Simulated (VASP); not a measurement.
Here is the system:

```
CELL_PARAMETERS angstrom
      0.00000     2.84702     2.84702
      2.84702     0.00000     2.84702
      2.84702     2.84702     0.00000
ATOMIC_POSITIONS crystal
  Ga 0.00000 0.00000 0.00000
  Sb 0.50000 0.50000 0.50000
```

Method: PBEsol GGA, VASP's PBE PAW potentials (set 64) (plane waves; VASP). Numerical set-up: 400 eV cut-off, 10×10×10 Γ-centred mesh, first-order Methfessel-Paxton smearing of 0.10 eV, potentials Ga_d Sb.

Unless said otherwise, spin-orbit coupling is left out, though it shifts the bands of the heavy elements here.

Question: What does the run give for the energy per atom (σ→0), band gap (on the k-mesh) with the smallest direct gap where there is one?

Answer: 
| Item | Result |
|---|---|
| band gap (on the k-mesh) | none (metal, semimetal or under 0.01 eV) |
| energy per atom (σ→0) | -3.923 eV/atom |

The absolute energy has meaning only against runs of the same code, potentials and settings.

The structure was generated: GaSb was put into the rock salt type (Fm-3m), which need not be its known phase. It was relaxed first. The start is the result of an earlier pass.
